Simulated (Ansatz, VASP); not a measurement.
# Cross-check of Ta2H2NO2 (Ta2N(OH)2 MXene monolayer) between VASP and Ansatz, part 2 of 2

One calculation is typed for both programs; each brings its own data sets. How far apart do they land? The cell is taken from a series of runs on this material, whose earlier steps may have relaxed, scaled, displaced or heated it; both programs get it as it stands.

VASP 6.6.1 and Ansatz 0.2.0.

So far: The structure; VASP: single point, PBE with D3(BJ).

**3. Ansatz: single point, PBE with D3(BJ)**

Level of this step: Ansatz beside VASP: Kohn-Sham DFT, plane waves, PBE with D3(BJ) (Ansatz).

Ansatz runs on its PAW soft_1 files.

The same cell, functional, mesh and smearing now go to Ansatz, which takes its cutoff from its data sets.

Contents of input.yaml:

```yaml
crystal:
  lattice:
    - [3.2424174675, 0.0, 0.0]
    - [-1.6212087338, 2.8080158965, 0.0]
    - [0.0, 0.0, 24.6369789533]
  atoms:
    - { symbol: H, position: [0.3333333333, 0.6666666667, 0.3653045293] }
    - { symbol: O, position: [0.3333333333, 0.6666666667, 0.405210983] }
    - { symbol: Ta, position: [0.6666666667, 0.3333333333, 0.4576889833] }
    - { symbol: "N", position: [0.0, 0.0, 0.5] }
    - { symbol: Ta, position: [0.3333333333, 0.6666666667, 0.5423110167] }
    - { symbol: O, position: [0.6666666667, 0.3333333333, 0.594789017] }
    - { symbol: H, position: [0.6666666667, 0.3333333333, 0.6346954707] }
kpoints:
  mp_grid: { grid: [18, 18, 1] }
  band_path:
    path: [[0, 0, 0], [0.5, 0, 0], [0.33333333, 0.33333333, 0], [0, 0, 0]]
    npoints: 16
hamiltonian:
  xc: pbe
  dispersion: d3bj
  pseudopotentials: { kind: paw, azcp: { folder: soft_1 } }
scf:
  occupations: { method: fermi_dirac, width: 0.02585 }
  convergence: { dr2_threshold: 1.0e-10 }
efield:
  axis: 3
  dipole_correction: true
  ramp_position: 0.97
  ramp_width: 0.06
  amplitude: 0
output:
  dos: { projected: true, e_range: [-6, 5] }
  bader: true
  write_potential: true
  write_density: true
  volumetric_format: npy
  elf: true
```

On the command line:

```
$ ansatz run input.yaml --threads 4 --pin off --max-ram 6144MiB --backend cpu --events-out ev --progress --plain --runs-dir out
```

Numbers of over 12 decimals in the logs are rounded to 6 here.

Log:

```text
Engine: ansatz 0.2.0, aarch64-unknown-linux-gnu
Pseudopotentials: kind: paw
Pseudopotential: H, paw, valence charge 1, recommended cutoff 420 eV (normal), soft_1/H.paw.azcp
Pseudopotential: O, paw, valence charge 6, recommended cutoff 420 eV (normal), soft_1/O.paw.azcp
Pseudopotential: Ta, paw, valence charge 13, recommended cutoff 420 eV (normal), soft_1/Ta.paw.azcp
Pseudopotential: N, paw, valence charge 5, recommended cutoff 420 eV (normal), soft_1/N.paw.azcp
Functional definition: PBE
  parameter kappa = 0.804
  parameter beta = 0.066725
  exchange = pbe_x(kappa = kappa, mu = beta*pi^2/3)
  correlation = pbe_c(beta = beta)
Crystal: 7 atoms, lattice volume = 224.314 Å³
Basis set: ecut = 420 eV, 4487 PW (Γ)
Bands: 30, of which v1, the nominal top of the filled ones, is band 23 counted from 1 (22 counted from 0)
Symmetry: 6 space group operations
k-points: 37 of 324 (time reversal used)
Non-local potential: H, projectors of the file, l = 0: 2, l = 1: 1
Non-local potential: O, projectors of the file, l = 0: 2, l = 1: 2, l = 2: 1
Non-local potential: Ta, projectors of the file, l = 0: 3, l = 1: 2, l = 2: 2, l = 3: 1
Non-local potential: N, projectors of the file, l = 0: 2, l = 1: 2, l = 2: 1
PAW form: soft (Blöchl's): semilocal exchange-correlation on the pseudo side does not see the compensation charge
PAW one-centre angular grid: H, 110 points (default); XC on 64 Gauss nodes
PAW one-centre angular grid: O, 110 points (default); XC on 64 Gauss nodes
PAW one-centre angular grid: Ta, 590 points (default); XC on 64 Gauss nodes
PAW one-centre angular grid: N, 110 points (default); XC on 64 Gauss nodes
Initial density: superposition of atomic densities (neutral atoms: chi_scale 0, normalization atom)
Initial wavefunctions: pseudopotential atomic-orbital guess
Functional: x = pbe(κ = 0.804, μ = 0.219515), c = pbe(β = 0.066725)
SCF iter   1: F=—  HF=-21425.865305 eV  |F-HF|=—  |Δ(HF+E_count)|=         —  Δρ=8.22e-2  dr2=2.26e1  ethr=3.10e-3  p=-0.000 e·Å  D=-1.31e-14 V/Å  ΔV_dip=0.00 eV  dr2_dipole=1.03e-7  V_vac-E_F(+/−)=5.77/5.77 eV  ⟨swp⟩=9.5  Hψ=5847  notcnv=0
efield: sawtooth ramp at fractional position 0.9700 (set: `efield.ramp_position`, or a place that a band, a saddle search or an elastic batch's reference lends), width 0.0600; the density the first Hamiltonian is built on has a dipole p = -0.000 e·Å; the dipole correction subtracts the counter field D = -1.31e-14 V/Å, which shifts the + side's vacuum level by +0.00 eV against the − side's; the planar-averaged density in the ramp window peaks in size at 7.4e-7 e/Å³
preconditioner: auto → LDOS  [metal: Δε(μ)=0.033 eV  Ē_g=11.206 eV  σ=0.026 eV  W_gap=0.31  n_scr=16 (ndim 8)  ℏωp=12.4 eV  f_vac=0.649  D(μ)=1.11/eV (n_scr^D=6)  β→1.0]
SCF iter   2: F=—  HF=-21445.676921 eV  |F-HF|=—  |Δ(HF+E_count)|=    1.98e1  Δρ=1.39e-1  dr2=6.24e2  ethr=3.10e-3  p=-0.000 e·Å  D=-2.85e-4 V/Å  ΔV_dip=0.01 eV  dr2_dipole=6.91e-4  V_vac-E_F(+/−)=-2.43/-2.43 eV  ⟨swp⟩=11.9  Hψ=7267  notcnv=0  defer=83  recentre
SCF iter   3: F=—  HF=-21421.998726 eV  |F-HF|=—  |Δ(HF+E_count)|=    2.37e1  Δρ=3.92e-2  dr2=7.51e0  ethr=3.10e-3  p=-0.000 e·Å  D=-1.54e-5 V/Å  ΔV_dip=0.00 eV  dr2_dipole=2.98e-7  V_vac-E_F(+/−)=5.22/5.22 eV  ⟨swp⟩=8.7  Hψ=6955  notcnv=0  defer=49
SCF iter   4: F=—  HF=-21420.773400 eV  |F-HF|=—  |Δ(HF+E_count)|=    1.23e0  Δρ=1.12e-2  dr2=1.99e0  ethr=3.10e-3  p=0.001 e·Å  D=8.06e-4 V/Å  ΔV_dip=-0.02 eV  dr2_dipole=1.52e-6  V_vac-E_F(+/−)=8.94/9.00 eV  ⟨swp⟩=4.7  Hψ=2659  notcnv=0  defer=52
SCF iter   5: F=—  HF=-21420.658181 eV  |F-HF|=—  |Δ(HF+E_count)|=   1.15e-1  Δρ=4.46e-3  dr2=1.13e0  ethr=3.10e-3  p=0.001 e·Å  D=8.89e-4 V/Å  ΔV_dip=-0.02 eV  dr2_dipole=7.03e-6  V_vac-E_F(+/−)=9.34/9.40 eV  ⟨swp⟩=3.1  Hψ=1562  notcnv=0  defer=49
SCF iter   6: F=—  HF=-21420.447033 eV  |F-HF|=—  |Δ(HF+E_count)|=   2.11e-1  Δρ=2.13e-3  dr2=5.76e-1  ethr=2.52e-3  p=0.001 e·Å  D=5.55e-4 V/Å  ΔV_dip=-0.01 eV  dr2_dipole=9.19e-7  V_vac-E_F(+/−)=7.74/7.79 eV  ⟨swp⟩=2.9  Hψ=1286  notcnv=0  defer=51
SCF iter   7: F=—  HF=-21420.235905 eV  |F-HF|=—  |Δ(HF+E_count)|=   2.11e-1  Δρ=1.05e-3  dr2=4.10e-2  ethr=1.28e-3  p=-0.000 e·Å  D=-1.33e-5 V/Å  ΔV_dip=0.00 eV  dr2_dipole=3.99e-6  V_vac-E_F(+/−)=4.37/4.39 eV  ⟨swp⟩=4.2  Hψ=1564  notcnv=0  defer=52
SCF iter   8: F=—  HF=-21420.222166 eV  |F-HF|=—  |Δ(HF+E_count)|=   1.37e-2  Δρ=2.28e-3  dr2=1.03e-2  ethr=9.12e-5  p=-0.000 e·Å  D=-2.86e-4 V/Å  ΔV_dip=0.01 eV  dr2_dipole=1.72e-5  V_vac-E_F(+/−)=2.44/2.44 eV  ⟨swp⟩=5.0  Hψ=2276  notcnv=0  defer=55
SCF iter   9: F=—  HF=-21420.232037 eV  |F-HF|=—  |Δ(HF+E_count)|=   9.87e-3  Δρ=9.70e-4  dr2=5.56e-2  ethr=2.29e-5  p=-0.000 e·Å  D=-2.50e-4 V/Å  ΔV_dip=0.01 eV  dr2_dipole=2.05e-6  V_vac-E_F(+/−)=1.82/1.81 eV  ⟨swp⟩=4.8  Hψ=1960  notcnv=0  defer=57  recentre
SCF iter  10: F=—  HF=-21420.222055 eV  |F-HF|=—  |Δ(HF+E_count)|=   9.98e-3  Δρ=3.21e-4  dr2=3.26e-3  ethr=2.29e-5  p=0.000 e·Å  D=1.43e-5 V/Å  ΔV_dip=-0.00 eV  dr2_dipole=1.35e-6  V_vac-E_F(+/−)=3.00/3.00 eV  ⟨swp⟩=4.8  Hψ=2064  notcnv=0  defer=60
SCF iter  11: F=—  HF=-21420.221629 eV  |F-HF|=—  |Δ(HF+E_count)|=   4.26e-4  Δρ=1.70e-4  dr2=3.06e-4  ethr=7.25e-6  p=-0.000 e·Å  D=-6.37e-6 V/Å  ΔV_dip=0.00 eV  dr2_dipole=2.93e-7  V_vac-E_F(+/−)=2.84/2.84 eV  ⟨swp⟩=2.0  Hψ=1227  notcnv=0  defer=54
SCF iter  12: F=—  HF=-21420.221660 eV  |F-HF|=—  |Δ(HF+E_count)|=   3.05e-5  Δρ=4.92e-5  dr2=7.63e-5  ethr=6.80e-7  p=0.000 e·Å  D=5.78e-6 V/Å  ΔV_dip=-0.00 eV  dr2_dipole=5.29e-9  V_vac-E_F(+/−)=2.81/2.81 eV  ⟨swp⟩=2.2  Hψ=1366  notcnv=0  defer=53
SCF iter  13: F=—  HF=-21420.221659 eV  |F-HF|=—  |Δ(HF+E_count)|=   1.16e-6  Δρ=1.45e-5  dr2=3.49e-6  ethr=1.70e-7  p=0.000 e·Å  D=2.30e-6 V/Å  ΔV_dip=-0.00 eV  dr2_dipole=6.93e-10  V_vac-E_F(+/−)=2.79/2.79 eV  ⟨swp⟩=1.6  Hψ=1161  notcnv=0  defer=53
SCF iter  14: F=—  HF=-21420.221550 eV  |F-HF|=—  |Δ(HF+E_count)|=   1.08e-4  Δρ=4.62e-6  dr2=5.07e-7  ethr=7.76e-9  p=0.000 e·Å  D=1.50e-6 V/Å  ΔV_dip=-0.00 eV  dr2_dipole=2.68e-11  V_vac-E_F(+/−)=2.79/2.79 eV  ⟨swp⟩=2.3  Hψ=1603  notcnv=0  defer=53
SCF iter  15: F=—  HF=-21420.221550 eV  |F-HF|=—  |Δ(HF+E_count)|=   3.64e-7  Δρ=2.43e-6  dr2=1.24e-7  ethr=1.13e-9  p=0.000 e·Å  D=5.23e-7 V/Å  ΔV_dip=-0.00 eV  dr2_dipole=9.58e-12  V_vac-E_F(+/−)=2.78/2.78 eV  ⟨swp⟩=2.3  Hψ=1353  notcnv=0  defer=53
SCF iter  16: F=—  HF=-21420.221550 eV  |F-HF|=—  |Δ(HF+E_count)|=   5.35e-9  Δρ=8.25e-7  dr2=6.22e-9  ethr=2.75e-10  p=0.000 e·Å  D=3.80e-7 V/Å  ΔV_dip=-0.00 eV  dr2_dipole=1.34e-13  V_vac-E_F(+/−)=2.78/2.78 eV  ⟨swp⟩=2.1  Hψ=1343  notcnv=0  defer=53
SCF iter  17: F=—  HF=-21420.221550 eV  |F-HF|=—  |Δ(HF+E_count)|=   1.21e-9  Δρ=1.47e-7  dr2=1.83e-10  ethr=1.38e-11  p=0.000 e·Å  D=2.30e-7 V/Å  ΔV_dip=-0.00 eV  dr2_dipole=1.99e-13  V_vac-E_F(+/−)=2.78/2.78 eV  ⟨swp⟩=2.4  Hψ=1595  notcnv=0  defer=53
SCF iter  18: F=-21420.221550 eV  HF=-21420.221550 eV  |F-HF|=1.82e-11  |Δ(HF+E_count)|=  9.09e-11  Δρ=2.88e-8  dr2=7.66e-12  ethr=1.00e-12  p=0.000 e·Å  D=1.23e-7 V/Å  ΔV_dip=-0.00 eV  dr2_dipole=3.36e-14  V_vac-E_F(+/−)=2.78/2.78 eV  ⟨swp⟩=16.8  Hψ=5014  notcnv=0
SCF 1 converged in 18 iterations: F = -21420.221550 eV  dr2 = 7.66e-12
  greatest PAW one-centre occupation: 0.999 electrons in one spin orbital (limit 2), on the Ta atom at site 4 (counted from 0), in its partial waves of l = 0
NSCF: frozen V_eff on 49 k-points
efield: sawtooth ramp at fractional position 0.9700 (kept from the solve that this one continues, or follows in the run), width 0.0600; the density the first Hamiltonian is built on has a dipole p = 0.000 e·Å; the dipole correction subtracts the counter field D = 1.23e-7 V/Å, which shifts the + side's vacuum level by -0.00 eV against the − side's; the planar-averaged density in the ramp window peaks in size at 5.5e-7 e/Å³
WARN: The output density's exchange-correlation potential varies sharply where the density is thin. Do not read a vacuum level from v_tot or v_xc, or from such a field of the output density. On a cell that repeats whose density bears no net charge and no dipole along the vacuum's axis use v_es (v_loc + v_h of the components); under efield.dipole_correction with no amplitude use v_es + v_field, which holds any externa [...]
SCF converged after 18 iterations
Free energy (F): -21420.221550 eV
Harris-Foulkes:  -21420.221550 eV  (|F-HF|=1.82e-11)
Internal energy: -21420.213752 eV  (E = F + TS)
E sigma→0 (E₀):  -21420.217651 eV
Entropy (-TS):   -0.007798 eV (-1.114 meV/atom)
Fermi energy:    2.648042 eV
Dipole field:    D = -0.000000 V/Å  (p = -0.000000 e·Å, saw-weighted, corrected)
Work function:   Φ+ = 2.7839 eV   Φ− = 2.7839 eV
Levels:          The Fermi level and band energies are counted from a zero that moves with the ramp; work functions are not
--- Per-component energies (eV) ---
  E_band       = -869.616171
  E_kinetic    = 1286.919185
  E_local      = -50671.714674  (includes V_loc(G=0)·N_el)
  E_nonlocal   = 119.699963
  E_hartree    = 24729.734419
  E_xc         = -862.905581
  E_vxc        = -748.449815  (∫ρ·V_xc dr)
  E_paw        = -17065.102729  (= ΣΔE_a)
  E_vpaw       = -315.539796  (= ΣTr[D̂ρ^β])
  E_aug_tail   = 0.000726  (compensation charges beyond the density's cutoff)
  E_efield     = 0.000000  (sawtooth field / dipole correction)
  E_vefield    = 0.000000  (∫n·V_field dr)
  E_ewald      = 21044.419522
  E_disp       = -1.264584  (pairwise vdW)
  E_smearing   = -0.007798  (= −TS)
  E_closure    = 0.000000  (closes the sum)
  Σ components = -21420.221550   (vs F -21420.221550, Δ=0.00e0)
--- Band table (eV; the first three rows and the last of 37) ---
  k-point 0: bands = [... 19 lower, -2.8181, 0.3756, 0.3756, 1.7765, 2.2604, 2.3772, 2.7531, 4.3840, ... 3 higher]
  k-point 1: bands = [... 19 lower, -2.8702, 0.2865, 0.4566, 1.8678, 2.3616, 2.3802, 2.8188, 4.2910, ... 3 higher]
  k-point 2: bands = [... 19 lower, -3.0023, 0.0607, 0.6829, 2.0316, 2.4493, 2.5163, 3.0889, 4.1452, ... 3 higher]
  k-point 36: bands = [... 19 lower, -3.9374, 1.0588, 1.0588, 1.6108, 4.5451, 4.5451, 5.1435, 6.1944, ... 3 higher]
--- Bader charges: 7 sites ---
  site symbol  charge [e]  shift [e]
     0      H      0.4779     0.0040
     1      O     -1.3247     0.0060
     2     Ta      1.7446     0.0042
     3      N     -1.7954     0.0044
     4     Ta      1.7446     0.0042
     5      O     -1.3247     0.0060
     6      H      0.4779     0.0040
  estimated error of the sums over rays = 6.5e-4 e
```

The column dr2 measures how far the density is from self-consistency, as an energy; F and HF (Harris–Foulkes) agree once it is small.

**4. Differences**

Known differences besides the potentials themselves: the data sets hold 45 valence electrons in Ansatz (on its PAW soft_1 files) and 41 in VASP; the cutoff is 420 eV in Ansatz and 520 eV in VASP. Total energies have different zeros and are not compared.

Both answers:

```
                                   quantity  Ansatz  VASP  difference
 work function, lower of the two faces (eV)    2.78  2.78        0.00
work function, higher of the two faces (eV)    2.78  2.78        0.00
```

With vacuum in the cell, a pressure given here is an average over mostly empty space and none of the material.

**5. VASP: single point, PBE, spin-orbit coupling**

A single point gives forces, pressure and levels at one fixed geometry, so differences don't come from the geometry; what else differs is listed under the comparison.

Contents of INCAR:

```
SYSTEM = Ta2H2NO2
PREC = Accurate
ENCUT = 520
EDIFF = 1E-06
NELM = 200
ISMEAR = -1
SIGMA = 0.02585
LREAL = .FALSE.
ALGO = Normal
GGA = PE
LNONCOLLINEAR = .TRUE.
MAGMOM = 0 0 0 0 0 0 0 0 0 0 0 0 0 0 0 0 0 0 0 0 0
NBANDS = 54
GGA_COMPAT = .FALSE.
LASPH = .TRUE.
LSORBIT = .TRUE.
LMAXMIX = 4
LORBIT = 11
LWAVE = .FALSE.
LCHARG = .FALSE.
ISIF = 2
LDIPOL = .TRUE.
IDIPOL = 3
DIPOL = 0.5 0.5 0.5
LVHAR = .TRUE.
NELMDL = -8
KPAR = 2
```

Contents of POSCAR:

```
Ta2H2NO2
1.0
    3.2424174675      0.0000000000      0.0000000000
   -1.6212087338      2.8080158965      0.0000000000
    0.0000000000      0.0000000000     24.6369789533
H O Ta N
2 2 2 1
Direct
    0.3333333333      0.6666666667      0.3653045293
    0.6666666667      0.3333333333      0.6346954707
    0.3333333333      0.6666666667      0.4052109830
    0.6666666667      0.3333333333      0.5947890170
    0.6666666667      0.3333333333      0.4576889833
    0.3333333333      0.6666666667      0.5423110167
    0.0000000000      0.0000000000      0.5000000000
```

Contents of KPOINTS:

```
Automatic mesh
0
Gamma
12 12 1
0 0 0
```

PAW data sets: H, O, Ta_pv and N (PBE family, release 64).

On the command line:

```
$ mpirun -np 2 vasp_ncl
```

Log:

```text
[... set-up lines as in an earlier step ...]
 entering main loop
       N       E                     dE             d eps       ncg     rms          rms(c)
DAV:   1     0.363996555565E+03    0.36400E+03   -0.20881E+04  2508   0.127E+03
DAV:   2    -0.223743180460E+02   -0.38637E+03   -0.37309E+03  2608   0.335E+02
DAV:   3    -0.629973623542E+02   -0.40623E+02   -0.40015E+02  2464   0.105E+02
DAV:   4    -0.645051496682E+02   -0.15078E+01   -0.14891E+01  2688   0.208E+01
[...]
DAV:  24    -0.568797448195E+02   -0.14273E-05   -0.24134E-07  1544   0.162E-03    0.811E-04
DAV:  25    -0.568797458708E+02   -0.10513E-05   -0.17314E-07  1510   0.129E-03    0.484E-04
DAV:  26    -0.568797467475E+02   -0.87665E-06   -0.20892E-07  1488   0.146E-03
   1 F= -.56879747E+02 E0= -.56876099E+02  d E =-.729539E-02  mag=    -0.0000    -0.0000     0.0000
```

OUTCAR, selected parts (step 5):

```text
  Total        1.7636689      1.7636689      0.8907123     -0.0000000     -0.0000000      0.0000000
  in kB       12.5971321     12.5971321      6.3619767     -0.0000000     -0.0000000      0.0000000
  external PRESSURE =      10.5187470 kB  Pullay stress =       0.0000000 kB

 POSITION                                       TOTAL-FORCE (eV/Angst)
 -----------------------------------------------------------------------------------
     -0.00000      1.87201      9.00000        -0.000000      0.000000     -0.088527
      1.62121      0.93601     15.63698        -0.000000      0.000000      0.088527
     -0.00000      1.87201      9.98317        -0.000000      0.000000     -0.062665
      1.62121      0.93601     14.65380         0.000000     -0.000000      0.062665
      1.62121      0.93601     11.27607         0.000000     -0.000000     -0.055836
     -0.00000      1.87201     13.36091        -0.000000      0.000000      0.055836
      0.00000      0.00000     12.31849        -0.000000      0.000000      0.000000
 -----------------------------------------------------------------------------------
    total drift:                                0.000000      0.000000     -0.000000

  FREE ENERGIE OF THE ION-ELECTRON SYSTEM (eV)
  ---------------------------------------------------
  free  energy   TOTEN  =       -56.8797467475 eV

  energy  without entropy=      -56.8724513599  energy(sigma->0) =      -56.87609905

 magnetization (x)
# of ion       s       p       d       tot
------------------------------------------
    1        0.000   0.000   0.000   0.000
    2        0.000   0.000   0.000   0.000
    3        0.000  -0.000   0.000  -0.000
    4        0.000   0.000   0.000   0.000
    5        0.000  -0.000   0.000  -0.000
    6        0.000  -0.000   0.000  -0.000
    7       -0.000  -0.000   0.000  -0.000
--------------------------------------------------
tot         -0.000  -0.000   0.000  -0.000

 magnetization (y)
# of ion       s       p       d       tot
------------------------------------------
    1        0.000   0.000   0.000   0.000
    2        0.000   0.000   0.000   0.000
    3       -0.000   0.000   0.000  -0.000
    4       -0.000   0.000   0.000  -0.000
    5       -0.000   0.000  -0.000  -0.000
    6        0.000   0.000  -0.000  -0.000
    7       -0.000   0.000   0.000  -0.000
--------------------------------------------------
tot         -0.000   0.000  -0.000  -0.000

 magnetization (z)
# of ion       s       p       d       tot
------------------------------------------
    1        0.000   0.000   0.000   0.000
    2        0.000   0.000   0.000   0.000
    3        0.000   0.000   0.000   0.000
    4        0.000   0.000   0.000   0.000
    5        0.000   0.000   0.000   0.000
    6        0.000   0.000   0.000   0.000
    7        0.000   0.000   0.000   0.000
--------------------------------------------------
tot          0.000   0.000   0.000   0.000

[... 1 part as in an earlier step ...]

[... 2 further parts left out ...]
[key lines of the parts left out:]
E-fermi :   0.2299
```

**6. Ansatz: single point, PBE, spin-orbit coupling**

The same cell, functional, mesh and smearing now go to Ansatz, which takes its cutoff from its data sets.

The cell is taken from a series of runs on this material, whose earlier steps may have relaxed, scaled, displaced or heated it; both programs get it as it stands.

input.yaml, the sections that differ from step 3:

```yaml
kpoints:
  mp_grid: { grid: [12, 12, 1] }
  band_path: { path: [[0, 0, 0], [0.12, 0, 0]], npoints: 24 }
hamiltonian:
  xc: pbe
  pseudopotentials: { kind: paw_fr, azcp: { folder: soft_1 } }
magnetization:
  noncollinear: true
  spin_orbit: true
scf:
  occupations: { method: fermi_dirac, width: 0.02585 }
  convergence: { dr2_threshold: 1.0e-09 }
output:
  write_potential: true
  write_density: true
  volumetric_format: npy
# crystal, efield: as in step 3
```

On the command line:

```
$ ansatz run input.yaml --threads 4 --pin off --max-ram 6144MiB --backend cpu --events-out ev --progress --plain --runs-dir out
```

Log:

```text
[...]
non-collinear run that drives no moment, with spin-orbit: no starting moment large enough to seed its density (crystal.atoms[].spin), no starting occupations that ask for one, no magnetisation constraint and no magnetic field, so the semilocal B_xc is pinned to zero
Crystal: 7 atoms, lattice volume = 224.314 Å³
[...]
k-point 1: bands = [... 41 lower, 0.2124, 0.5757, 0.5757, 1.9940, 1.9940, 2.4017, 2.4017, 2.4510, ... 11 higher]
  k-point 2: bands = [... 41 lower, -0.2132, 1.0381, 1.0381, 2.0871, 2.0871, 2.6329, 2.6329, 2.8141, ... 11 higher]
  k-point 18: bands = [... 41 lower, 1.0136, 1.1752, 1.1752, 1.6450, 1.6450, 4.4682, 4.4682, 4.6769, ... 11 higher]
[key lines of the parts left out:]
SCF converged after 17 iterations
Magnetization: |M| = 0.0000 μB,  M = (+0.0000, +0.0000, +0.0000) μB
Free energy (F): -21464.076279 eV
Fermi energy:    2.637419 eV
Dipole field:    D = -0.000009 V/Å  (p = -0.000011 e·Å, saw-weighted, corrected)
Work function:   Φ+ = 2.7831 eV   Φ− = 2.7829 eV
```

**7. Differences**

What differs besides the data sets and the points named for the pairs above, as far as they apply: spin-orbit coupling enters by fully relativistic files in Ansatz and inside the spheres in VASP; the data sets hold 45 valence electrons in Ansatz (on its PAW fully relativistic soft_1 files) and 41 in VASP. Total energies have different zeros and are not compared.

Compared:

```
                                   quantity  Ansatz  VASP  difference
 work function, lower of the two faces (eV)    2.78  2.76       +0.02
work function, higher of the two faces (eV)    2.78  2.76       +0.02
```

With vacuum in the cell, a pressure given here is an average over mostly empty space and none of the material.

**8. Results**

```
difference in work function, lower of the two faces (single point, PBE with D3(BJ))           : 3.4e-4 eV
difference in work function, higher of the two faces (single point, PBE, spin-orbit coupling) : 0.021 eV
```

The difference in work function, lower of the two faces is 3.4e-4 eV (single point, PBE with D3(BJ)). The data sets hold unlike numbers of valence electrons (45 in Ansatz and 41 in VASP), so part of the differences comes from the potentials. How closely two codes agree says nothing of how well the functional describes the real material.

[Lines on the potential files, build, host, timing and source positions are cut from VASP's logs without a mark.]

[Logs are printed without paths, hosts, clocks, repeated set-up lines and the standing remarks that a program may print on its own settings, such as how far it seeks lower states.]

[Hosts, paths, dates, database ids (printed as entryN), source tags and the programs' standing remarks are cut or masked in the printed files.]
